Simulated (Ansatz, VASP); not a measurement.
BiIr in VASP and in Ansatz

File INCAR:

```
SYSTEM = BiIr
PREC     = Accurate       ! precision mode
ENCUT    = 520            ! plane-wave cutoff, eV
EDIFF    = 1E-6           ! SCF threshold, eV
ISMEAR   = -1             ! smearing method
SIGMA    = 0.1            ! smearing width, eV
LREAL    = .False.        ! projectors in reciprocal space
LASPH    = .True.         ! aspherical terms in the spheres
NELM     = 100            ! most SCF steps
ALGO     = Normal         ! electronic algorithm
ISIF     = 2              ! what is computed and relaxed
LWAVE    = .False.        ! write WAVECAR
LCHARG   = .False.        ! write CHGCAR
GGA      = PS             ! functional
NBANDS   = 19             ! bands
```

Contents of KPOINTS:

```
regular mesh
0
Gamma
  12 12 12
  0 0 0
```

POSCAR

```
BiIr
1.0
    0.0000000000      3.0239384880      3.0239384880
    3.0239384880      0.0000000000      3.0239384880
    3.0239384880      3.0239384880      0.0000000000
Ir Bi
1 1
Direct
    0.0000000000      0.0000000000      0.0000000000
    0.2500000000      0.2500000000      0.2500000000
```

Input for Ansatz:

```yaml
crystal:
  lattice:
    - [0.0, 3.023938488, 3.023938488]
    - [3.023938488, 0.0, 3.023938488]
    - [3.023938488, 3.023938488, 0.0]
  atoms:
    - { symbol: Ir, position: [0.0, 0.0, 0.0] }
    - { symbol: Bi, position: [0.25, 0.25, 0.25] }
kpoints:
  mp_grid: { grid: [12, 12, 12] }
  band_path:
    path:
      - [0.0, 0.0, 0.0]
      - [-0.5, -0.5, 0.0]
      - [-0.375, -0.375, 0.25]
      - [-0.375, 0.0, 0.375]
      - [0.0, 0.0, 0.0]
      - [0.0, 0.0, 0.5]
      - [-0.5, -0.25, 0.25]
      - [-0.5, -0.5, 0.0]
    npoints: 14
scf:
  occupations: { method: fermi_dirac, width: 0.1 }
hamiltonian:
  xc: pbesol
  pseudopotentials: { kind: all_electron, lapw: { basis_error: 0.001 } }
output:
  forces: true
  stress: true
  eigenvalues: true
  populations: true
  dos: { projected: true, de: 0.2, e_range: [-14, 8] }
```

The cell comes from a database or a generator and needn't be the stable form of this composition.

Alike in both runs: task single point; functional PBEsol; k mesh 12 × 12 × 12; occupations fermi-dirac, width 0.1 eV; no spin polarisation.

```csv
,VASP,Ansatz
version,VASP 6.6.1,Ansatz 0.2.0
potentials or method,"VASP PAW PBE potentials, release 64 (Ir, Bi_d)","all-electron LAPW, scalar-relativistic"
plane-wave cutoff (eV),520,see its input
```

```tsv
	VASP	Ansatz	Ansatz less VASP
pressure (GPa)	0.1	0.0	-0.12
```

Ansatz ran all-electron here, so the differences hold the error of VASP's frozen core and of both bases.

Caveats: the PAW data sets were made with another functional, which shifts forces and pressure a little (VASP); spin-orbit coupling is left out, which moves the levels of the heavy elements.
